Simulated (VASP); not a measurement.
Energy against volume of TiO2 (rutile). Level of theory: PBE GGA, VASP's PBE PAW potentials (set 64) (plane waves; VASP). Settings: 520 eV cut-off, 5×5×7 Γ-centred mesh, Gaussian smearing of 0.050 eV, potentials Ti_sv O.

Shape and ions are relaxed at each volume.

| V (Å³/atom) | E (eV/atom) |
|---|---|
| 10.037 | -8.91738 |
| 10.358 | -8.93910 |
| 10.678 | -8.94610 |
| 10.998 | -8.94094 |

### Question
Fit these four points and predict the energy of the run at 11.319 Å³/atom.

### Answer
A cubic in V^(−2/3), the third-order Birch-Murnaghan form, passes through the four points with V0 = 10.69 Å³/atom and B0 = 201 GPa, and gives -8.9256 eV/atom there. The run gave -8.9259 eV/atom, -0.2 meV/atom from the fit; all five points give B0 = 200 GPa.

The compound is TiO2 in the rutile structure. It was relaxed first.
